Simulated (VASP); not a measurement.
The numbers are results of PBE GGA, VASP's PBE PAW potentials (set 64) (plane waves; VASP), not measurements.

Input for VASP

### POSCAR
```
FeAl
1.0
  2.8686494504   0.0000000000   0.0000000000
  0.0000000000   2.8686494504   0.0000000000
  0.0000000000   0.0000000000   2.8686494504
Al Fe
1 1
Cart
  1.4343247252   1.4343247252   1.4343247252
  0.0000000000   0.0000000000   0.0000000000
```

INCAR:
```
ALGO=Normal   ! blocked Davidson
ENCUT=480
EDIFF=1E-6
NSW=60
LWAVE=F
LMAXMIX=4   ! l cut-off of mixed one-centre charges
IBRION=2   ! conjugate gradients
LCHARG=F
GGA=PE   ! PBE
SIGMA=0.1
NELM=100
PREC=Accurate
ISIF=3
SYSTEM=FeAl
ISMEAR=1   ! Methfessel-Paxton
LREAL=F   ! projection in real space or not
LASPH=T   ! aspherical one-centre terms
EDIFFG=-0.01   ! ionic stop
```

File KPOINTS:
```
Automatic mesh
0
Gamma
11 11 11
0 0 0
```

POTCAR, in this order: Al Fe (PBE.64 set). Program: vasp_std.

What VASP printed:

### OSZICAR
```
       N       E                     dE             d eps       ncg     rms          rms(c)
DAV:   1     0.288736513750E+02    0.28874E+02   -0.48840E+03  1032   0.117E+03
DAV:   2    -0.134692345079E+02   -0.42343E+02   -0.40465E+02  1008   0.172E+02
DAV:   3    -0.145683283784E+02   -0.10991E+01   -0.10763E+01  1185   0.388E+01
DAV:   4    -0.145906459599E+02   -0.22318E-01   -0.22299E-01  1282   0.507E+00
DAV:   5    -0.145910458673E+02   -0.39991E-03   -0.39989E-03  1231   0.570E-01    0.138E+01
DAV:   6    -0.165543603701E+02   -0.19633E+01   -0.74501E+01  1139   0.135E+02    0.181E+01
DAV:   7    -0.126586039161E+02    0.38958E+01   -0.37174E+01  1118   0.838E+01    0.254E+00
DAV:   8    -0.126248101827E+02    0.33794E-01   -0.22560E-01  1148   0.594E+00    0.146E+00
DAV:   9    -0.126097518620E+02    0.15058E-01   -0.45971E-02  1185   0.326E+00    0.363E-01
DAV:  10    -0.126093212093E+02    0.43065E-03   -0.94908E-04  1269   0.420E-01    0.156E-01
DAV:  11    -0.126093079566E+02    0.13253E-04   -0.18717E-05  1142   0.465E-02    0.126E-02
DAV:  12    -0.126093069603E+02    0.99626E-06   -0.49885E-06  1066   0.292E-02
   1 F= -.12609307E+02 E0= -.12609376E+02  d E =-.126093E+02
```

File OUTCAR:
```
------------------------ aborting loop because EDIFF is reached ----------------------------------------
  FORCE on cell =-STRESS in cart. coord.  units (eV):
  Direction    XX          YY          ZZ          XY          YZ          ZX
  --------------------------------------------------------------------------------------
  Total        0.0067231      0.0067231      0.0067231      0.0000000     -0.0000000      0.0000000
  in kB        0.4562944      0.4562944      0.4562944      0.0000000     -0.0000000      0.0000000
  external PRESSURE =       0.4562944 kB  Pullay stress =       0.0000000 kB
  volume of cell :       23.61
      direct lattice vectors                 reciprocal lattice vectors
     2.868649450  0.000000000  0.000000000     0.348596096  0.000000000  0.000000000
     0.000000000  2.868649450  0.000000000     0.000000000  0.348596096  0.000000000
     0.000000000  0.000000000  2.868649450     0.000000000  0.000000000  0.348596096
 POSITION                                       TOTAL-FORCE (eV/Angst)
 -----------------------------------------------------------------------------------
      1.43432      1.43432      1.43432         0.000000      0.000000      0.000000
      0.00000      0.00000      0.00000         0.000000      0.000000      0.000000
 -----------------------------------------------------------------------------------
    total drift:                               -0.000000      0.000000     -0.000000
  FREE ENERGIE OF THE ION-ELECTRON SYSTEM (eV)
  ---------------------------------------------------
  free  energy   TOTEN  =       -12.6093069603 eV

  energy  without entropy=      -12.6095145575  energy(sigma->0) =      -12.60937616

 reached required accuracy - stopping structural energy minimisation
```
(Selected blocks of OUTCAR.)

The compound is FeAl in the CsCl type structure. It was relaxed first. The start is the result of an earlier pass. The run is not spin-polarised, so no magnetic state was tried. The electron count is odd and the run is not spin-polarised, which forces a metal.
